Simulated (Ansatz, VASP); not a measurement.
# LaCo: VASP beside Ansatz

```
CELL_PARAMETERS angstrom
-3.48311 3.48311 3.48311
3.48311 -3.48311 3.48311
3.48311 3.48311 -3.48311
ATOMIC_POSITIONS crystal
La 0.50000 0.00000 0.01897
La 0.00000 0.01897 0.50000
La 0.01897 0.50000 0.00000
La 0.48102 0.48102 0.48102
Co 0.50000 0.00000 0.58402
Co 0.00000 0.58402 0.50000
Co 0.58402 0.50000 0.00000
Co 0.91598 0.91598 0.91598
```

The cell comes from a database or a generator and needn't be the stable form of this composition.

Alike in both runs: task single point; functional LDA; k mesh 6 × 6 × 6; occupations gaussian, width 0.05 eV; collinear spin, ferromagnetic start.

|  | VASP | Ansatz |
| --- | --- | --- |
| version | VASP 6.6.1 | Ansatz 0.2.0 |
| potentials or method | VASP PAW LDA potentials, release 64 (La, Co) | Ansatz PAW |
| plane-wave cutoff (eV) | 520 | 420 |
| valence electrons in the cell | 80 | 112 |

Ansatz gave:

```
gap on the k mesh at the Fermi level (eV)                     : none
pressure (GPa)                                                : -7.2
rms of the force components (eV/Å)                            : 0.198
net moment per atom (μB)                                      : 0.08
size of the moment on the site where the two differ most (μB) : 0.22
```

Estimate VASP's values.

gap on the k mesh at the Fermi level (eV): none; pressure (GPa): -7.3; rms of the force components (eV/Å): 0.194; net moment per atom (μB): 0.07; size of the moment on the site where the two differ most (μB): 0.19.

Site moments also hang on the region over which each program counts them. Atom by atom the forces differ by 0.007 eV/Å (rms over components). A gap of «none» marks a metal or a gap that the smearing closes. The two sets of potentials don't hold the same shells in valence.

Caveats: the PAW data sets come from PBE, with cores solved anew for the run's functional, which leaves a small shift of forces and pressure (Ansatz); the starting moments weren't kept (Ansatz). The runs have no spin-orbit coupling, so splittings on La are missing.
